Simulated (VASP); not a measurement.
Co (hcp): the lattice constant c from VASP (plane waves, PAW) at several levels of theory. Static lattice.  The measured value holds thermal and zero-point effects that the static calculation lacks.

| level | lattice constant c (Å) | error against measurement |
|---|---|---|
| LDA | 3.909 | -4.0 % |
| PBE | 4.022 | -1.2 % |
| PBEsol | 3.961 | -2.7 % |
| SCAN | 4.011 | -1.4 % |
| r2SCAN | 4.014 | -1.4 % |

Measured: 4.070 Å at 293 K (as given by Wikipedia, Cobalt (infobox)).

The cell of the LDA run:

```yaml
crystal:
  lattice:
    - [1.21261, -2.10030, 0.00000]
    - [1.21261, 2.10030, 0.00000]
    - [0.00000, 0.00000, 3.90868]
  atoms:
    - { symbol: Co, position: [0.33333, 0.66667, 0.25000], spin: 1.5 }
    - { symbol: Co, position: [0.66667, 0.33333, 0.75000], spin: 1.5 }
```

Only levels that ran to the end are used. Left out are those held back, those with too coarse a band path, GW runs whose mesh misses a band edge, hybrids' fits of cells that aren't cubic and levels without matching references; a question may draw on a part of the rest.

The compound is Co in the hcp structure.
